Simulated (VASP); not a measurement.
Data:

```xyz
1
Lattice="-1.6830 1.6830 1.6830 1.6830 -1.6830 1.6830 1.6830 1.6830 -1.6830" Properties=species:S:1:pos:R:3 pbc="T T T"
Nb     0.0000     0.0000     0.0000
```

Calculation: PBE GGA, VASP's PBE PAW potentials (set 64) (plane waves; VASP). Settings: EDIFF = 1E-4, 400 eV cut-off, 14×14×14 Γ-centred mesh, first-order Methfessel-Paxton smearing of 0.10 eV, potentials Nb_sv.

Task: Give the stress tensor in GPa (positive for a compressed cell).

Result: 
```
-8.32   0.00   0.00
 0.00  -8.32   0.00
 0.00   0.00  -8.32
```
The pressure is its mean diagonal, -8.32 GPa.

The compound is Nb in the bcc structure. The cell was not relaxed at this level. The run is one of a series of settings (EDIFF = 1E-4 against the base run), some of them coarse on purpose.
